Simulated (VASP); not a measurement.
Method: PBE GGA, VASP's PBE PAW potentials (set 64) (plane waves; VASP).

Input for VASP

KPOINTS:
```
Automatic mesh
0
Gamma
6 6 6
0 0 0
```

### POSCAR
```
CsI
1
    4.6687845990     0.0000000000     0.0000000000
    0.0000000000     4.6687845990     0.0000000000
    0.0000000000     0.0000000000     4.6687845990
Cs I
1 1
Direct
  0.0000000000   0.0000000000   0.0000000000
  0.5000000000   0.5000000000   0.5000000000
```

### INCAR
```
ALGO  =  Normal
EDIFF  =  1E-6
EDIFFG  =  -0.02
ENCUT  =  500
GGA  =  PE
IBRION  =  2
ISIF  =  3
ISMEAR  =  0
LASPH  =  .TRUE.
LCHARG  =  .FALSE.
LMAXMIX  =  4
LREAL  =  .FALSE.
LWAVE  =  .FALSE.
NELM  =  100
NSW  =  40
PREC  =  Accurate
SIGMA  =  0.05
SYSTEM  =  CsI
```

POTCAR, in this order: Cs_sv I (PBE.64 set). Program: vasp_std.

Unless said otherwise, spin-orbit coupling is left out, though it shifts the bands of the heavy elements here.

Q: What does the run give for the energy per atom (σ→0), band gap (on the k-mesh)?

A: 
```yaml
energy per atom (σ→0): -2.721 eV/atom
band gap (on the k-mesh): 3.67 eV
```

File OSZICAR:
```
...
DAV:   6    -0.546661226904E+01    0.13065E+00   -0.17543E-01   544   0.192E+00    0.118E+00
DAV:   7    -0.543861151835E+01    0.28001E-01   -0.14892E-01   552   0.183E+00    0.608E-01
DAV:   8    -0.544234702732E+01   -0.37355E-02   -0.10768E-02   524   0.670E-01    0.714E-02
DAV:   9    -0.544277657495E+01   -0.42955E-03   -0.12983E-03   576   0.225E-01    0.794E-02
DAV:  10    -0.544285709289E+01   -0.80518E-04   -0.12112E-04   528   0.814E-02    0.133E-02
DAV:  11    -0.544285406543E+01    0.30275E-05   -0.34794E-05   596   0.292E-02    0.535E-03
DAV:  12    -0.544285491588E+01   -0.85045E-06   -0.40713E-06   552   0.144E-02
   1 F= -.54428549E+01 E0= -.54428549E+01  d E =-.544285E+01
```

The compound is CsI in the CsCl type structure. It was relaxed first, which changed the volume by +7 %.
